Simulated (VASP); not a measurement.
A run of VASP 6.6.1:

Contents of INCAR:

```
SYSTEM = InSb
  PREC = Accurate
  ENCUT = 520
  EDIFF = 1E-7
  ISMEAR = 0
  SIGMA = 0.02
  LREAL = .False.
  LASPH = .True.
  NELM = 80
  ALGO = Normal
  ISIF = 3
  LWAVE = .False.
  LCHARG = .False.
  METAGGA = R2SCAN
  LMIXTAU = .True.
  LUSE_VDW = .True.
  IVDW_NL = 2
  BPARAM = 11.95
  CPARAM = 0.0093
  IBRION = 2
  NSW = 80
  EDIFFG = -0.002
```

KPOINTS

```
regular mesh
0
Gamma
  8 8 8
  0 0 0
```

POSCAR

```
InSb                                    
1.0
   -0.0000000000      3.2633085473      3.2633085473
    3.2633085473     -0.0000000000      3.2633085473
    3.2633085473      3.2633085473     -0.0000000000
  In              Sb            
     1     1
Direct
     0.0000000000000000    0.0000000000000000    0.0000000000000000
     0.2500000000000000    0.2500000000000000    0.2500000000000000
```

Potentials or basis: VASP PAW PBE potentials, release 64 (In_d, Sb).

Launch:

```console
$ cat potpaw_PBE.64/In_d/POTCAR potpaw_PBE.64/Sb/POTCAR > POTCAR
$ mpirun -np 1 vasp_std > vasp.out
```

Hardware: 1 thread of Intel(R) Xeon(R) 6975P-C (Granite Rapids) (shared host).

**Question.** Estimate the wall time of this run.

**Answer.** Wall time 2.6 min on 1 thread of Intel(R) Xeon(R) 6975P-C (Granite Rapids), on a shared host, peak memory 0.4 GiB. Counts: scf iterations 25, k points 29, ion steps 1.
